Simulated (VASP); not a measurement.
Input of a VASP 6.6.1 run:

POSCAR

```
HfO2
1.0
    3.4997152172      0.0000000000      0.0000000000
    0.0000000000      3.4997152172      0.0000000000
    0.0000000000      0.0000000000      5.0378164089
  Hf              O
     2     4
Direct
     0.5000000000000000    0.5000000000000000    0.5000000000000000
     0.0000000000000000    0.0000000000000000    0.0000000000000000
     0.0000000000000000    0.5000000000000000    0.7098581696970594
     0.5000000000000000    0.0000000000000000    0.7901418303029406
     0.5000000000000000    0.0000000000000000    0.2901418303029406
     0.0000000000000000    0.5000000000000000    0.2098581696970593
```

Contents of INCAR.step1:

```
ALGO     = Normal         # electronic algorithm
EDIFF    = 1E-8           # SCF threshold, eV
EDIFFG   = -0.002         # ionic threshold
ENCUT    = 600            # plane-wave cutoff, eV
GGA      = CA             # functional
IBRION   = 2              # ionic algorithm
ISIF     = 3              # what is computed and relaxed
ISMEAR   = -1             # smearing method
KPAR     = 8            
LASPH    = T              # aspherical terms in the spheres
LCHARG   = F              # write CHGCAR
LREAL    = F              # projectors in reciprocal space
LWAVE    = F              # write WAVECAR
NELM     = 100            # most SCF steps
NSW      = 40             # ionic steps
PREC     = Accurate       # precision mode
SIGMA    = 0.05           # smearing width, eV
```

File INCAR.step2:

```
ALGO     = Normal         # electronic algorithm
EDIFF    = 1E-8           # SCF threshold, eV
ENCUT    = 600            # plane-wave cutoff, eV
GGA      = CA             # functional
IBRION   = 8              # ionic algorithm
ISIF     = 2              # what is computed and relaxed
ISMEAR   = -1             # smearing method
KPAR     = 8            
LASPH    = T              # aspherical terms in the spheres
LCHARG   = F              # write CHGCAR
LEPSILON = T              # dielectric tensor by DFPT
LREAL    = F              # projectors in reciprocal space
LWAVE    = F              # write WAVECAR
NELM     = 100            # most SCF steps
NSW      = 1              # ionic steps
PREC     = Accurate       # precision mode
SIGMA    = 0.05           # smearing width, eV
```

KPOINTS

```
k-points
0
Gamma
  6 6 4
```

Potentials or basis: VASP PAW LDA potentials, release 64 (Hf_pv, O).

Run with:

```bash
$ cat potpaw_LDA.64/Hf_pv/POTCAR potpaw_LDA.64/O/POTCAR > POTCAR
$ cp INCAR.step1 INCAR
$ mpirun -np 8 vasp_std > vasp.out
$ cp CONTCAR POSCAR
$ cp INCAR.step2 INCAR
$ mpirun -np 8 vasp_std > vasp.out
```

Task: What does it give for the electronic dielectric tensor (diagonal)?

Result: 5.32, 5.32, 4.89.

Task: Predict the Born charges (mean of the diagonal).

Result: Hf +5.34; O -2.67 e.

Task: Predict the relaxed volume.

Result: 10.50 Å³/atom.

Task: What does it give for the highest phonon frequency at Γ, LO-TO splitting left out?

Result: 686 cm⁻¹.

Task: What does it give for the relaxed cell?

Result: a = 3.524 Å, b = 3.524 Å, c = 5.071 Å, α = 90.00°, β = 90.00°, γ = 90.00°.

Final structure:
```xyz
6
Lattice="3.5241 0.0000 0.0000 0.0000 3.5241 0.0000 0.0000 0.0000 5.0712" Properties=species:S:1:pos:R:3 pbc="T T T"
Hf    1.7621    1.7621    2.5356
Hf    0.0000    3.5241    0.0000
O     3.5241    1.7621    3.5806
O     1.7621    0.0000    4.0262
O     1.7621    0.0000    1.4906
O     3.5241    1.7621    1.0450
```

Spin-orbit coupling is left out, which matters for the levels of Hf.
